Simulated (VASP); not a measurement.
Here is a VASP 6.6.1 calculation.

File INCAR:

```
  PREC = Accurate
  ENCUT = 520
  EDIFF = 1E-6
  ISMEAR = 0
  SIGMA = 0.1
  LREAL = False
  LASPH = True
  NELM = 100
  ALGO = Fast
  ISIF = 2
  LWAVE = False
  LCHARG = False
  LDIPOL = True
  IDIPOL = 3
  DIPOL = 0.5 0.5 0.294
  GGA = PE
  NBANDS = 21
```

The input KPOINTS:

```
Automatic mesh
0
Gamma
  4 4 1
```

POSCAR

```
Cd2C
1.0
    4.2305294683      0.0000000000      0.0000000000
    0.0000000000      4.2305294683      0.0000000000
    0.0000000000      0.0000000000     23.8000000000
Cd C
2 1
Direct
    0.5000000000      0.0000000000      0.2941176471
    0.0000000000      0.5000000000      0.2941176471
    0.0000000000      0.0000000000      0.2941176471
```

Potentials or basis: VASP PAW PBE potentials, release 64 (Cd, C).

The run is started by

```console
$ cat potpaw_PBE.64/Cd/POTCAR potpaw_PBE.64/C/POTCAR > POTCAR
$ mpirun -np 1 vasp_std > vasp.out
```

Question: Estimate the band gap on the k mesh.

Answer: 0.40 eV, indirect (least direct gap 1.23 eV).
